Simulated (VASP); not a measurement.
Output of a VASP run:

**OSZICAR**
```
       N       E                     dE             d eps       ncg     rms          rms(c)
DAV:   1     0.109699437972E+03    0.10970E+03   -0.85814E+03   788   0.164E+03
DAV:   2    -0.925888392485E+01   -0.11896E+03   -0.11102E+03   843   0.381E+02
DAV:   3    -0.160245061129E+02   -0.67656E+01   -0.67401E+01   884   0.915E+01
DAV:   4    -0.160953037504E+02   -0.70798E-01   -0.70786E-01   854   0.102E+01
DAV:   5    -0.160960867409E+02   -0.78299E-03   -0.78298E-03   881   0.112E+00    0.481E+00
DAV:   6    -0.127102490604E+02    0.33858E+01   -0.15102E+00  1033   0.179E+01    0.159E+00
DAV:   7    -0.126293820952E+02    0.80867E-01   -0.98370E-01   770   0.137E+01    0.168E+00
DAV:   8    -0.129384801996E+02   -0.30910E+00   -0.39730E-01   770   0.970E+00    0.621E-01
DAV:   9    -0.123280447058E+02    0.61044E+00   -0.17106E-01   770   0.490E+00    0.878E-01
DAV:  10    -0.126218699544E+02   -0.29383E+00   -0.26427E-01   770   0.614E+00    0.292E-01
DAV:  11    -0.126206392558E+02    0.12307E-02   -0.60921E-03   878   0.927E-01    0.333E-01
DAV:  12    -0.126018979907E+02    0.18741E-01   -0.84953E-03   770   0.165E+00    0.104E-01
DAV:  13    -0.126032197568E+02   -0.13218E-02   -0.11784E-03   839   0.452E-01    0.251E-02
DAV:  14    -0.126038123945E+02   -0.59264E-03   -0.16907E-04   776   0.207E-01    0.258E-02
DAV:  15    -0.126037282666E+02    0.84128E-04   -0.15301E-04   788   0.153E-01    0.669E-03
DAV:  16    -0.126038216195E+02   -0.93353E-04   -0.62438E-05   788   0.114E-01    0.752E-03
DAV:  17    -0.126038188452E+02    0.27743E-05   -0.49509E-06   914   0.314E-02    0.128E-03
DAV:  18    -0.126038138647E+02    0.49805E-05   -0.13543E-06   782   0.158E-02    0.187E-03
DAV:  19    -0.126038128432E+02    0.10215E-05   -0.12057E-06   785   0.177E-02    0.653E-04
DAV:  20    -0.126038124288E+02    0.41443E-06   -0.57594E-08   418   0.337E-03
   1 F= -.12603812E+02 E0= -.12603812E+02  d E =-.126038E+02
       N       E                     dE             d eps       ncg     rms          rms(c)
DAV:   1    -0.126050006358E+02   -0.11878E-02   -0.22686E-02   896   0.262E+00    0.257E-01
DAV:   2    -0.126040312859E+02    0.96935E-03   -0.34148E-03   773   0.642E-01    0.736E-02
DAV:   3    -0.126039554708E+02    0.75815E-04   -0.13915E-04   791   0.260E-01    0.354E-02
DAV:   4    -0.126038739167E+02    0.81554E-04   -0.49320E-05   770   0.205E-01    0.601E-03
DAV:   5    -0.126039430184E+02   -0.69102E-04   -0.25307E-05   770   0.781E-02    0.114E-03
DAV:   6    -0.126039482881E+02   -0.52696E-05   -0.18895E-06   776   0.243E-02    0.755E-04
DAV:   7    -0.126039517025E+02   -0.34144E-05   -0.36783E-07   791   0.103E-02    0.534E-04
DAV:   8    -0.126039519109E+02   -0.20842E-06   -0.20769E-07   785   0.611E-03
   2 F= -.12603952E+02 E0= -.12603952E+02  d E =-.139482E-03
```

**OUTCAR**
```
------------------------ aborting loop because EDIFF is reached ----------------------------------------
  FORCE on cell =-STRESS in cart. coord.  units (eV):
  Direction    XX          YY          ZZ          XY          YZ          ZX
  --------------------------------------------------------------------------------------
  Total       -0.0139512     -0.0139512     -0.0139512      0.0000000     -0.0000000      0.0000000
  in kB       -0.9345291     -0.9345291     -0.9345291      0.0000000     -0.0000000      0.0000000
  external PRESSURE =      -0.9345291 kB  Pullay stress =       0.0000000 kB
  volume of cell :       23.92
      direct lattice vectors                 reciprocal lattice vectors
    -0.000000000  2.286824022  2.286824022    -0.218643846  0.218643846  0.218643846
     2.286824022  0.000000000  2.286824022     0.218643846 -0.218643846  0.218643846
     2.286824022  2.286824022  0.000000000     0.218643846  0.218643846 -0.218643846
  FREE ENERGIE OF THE ION-ELECTRON SYSTEM (eV)
  ---------------------------------------------------
  free  energy   TOTEN  =       -12.6039519109 eV

  energy  without entropy=      -12.6039519109  energy(sigma->0) =      -12.60395191

 reached required accuracy - stopping structural energy minimisation
```
(Selected blocks of OUTCAR.)

File POSCAR:
```
NaF
1
   -0.0000000000     2.2890917546     2.2890917546
    2.2890917546     0.0000000000     2.2890917546
    2.2890917546     2.2890917546     0.0000000000
Na F
1 1
Direct
  0.0000000000   0.0000000000   0.0000000000
  0.5000000000   0.5000000000   0.5000000000
```

Task: Write an INCAR and KPOINTS that could have produced this output.

Result: One answer among several that fit: the input of the run itself, r2SCAN meta-GGA, plane waves, VASP's PBE PAW potentials (set 64).

### INCAR
```
! general
SYSTEM =NaF
PREC   =Accurate
ENCUT  =530
LREAL  =.FALSE.
LASPH  =.TRUE.   ! aspherical one-centre terms

! electronic loop
EDIFF  =1E-6   ! SCF stop (eV)
NELM   =100   ! most electronic steps
ALGO   =Normal
LMIXTAU=.TRUE.

! smearing
ISMEAR =0
SIGMA  =0.05

! functional
METAGGA=R2SCAN

! ions
IBRION =2   ! conjugate gradients
NSW    =60   ! most ionic steps
ISIF   =3   ! ions, shape and volume
EDIFFG =-0.01   ! ionic stop

! output
LWAVE  =.FALSE.
LCHARG =.FALSE.
```

File KPOINTS:
```
Automatic mesh
0
gamma
  9 9 9
```

POTCAR, in this order: Na_pv F (PBE.64 set). Program: vasp_std.

The compound is NaF in the rock salt structure. This run relaxes it. Symmetry was kept, so distortions that lower it aren't found. The start is the result of an earlier pass.
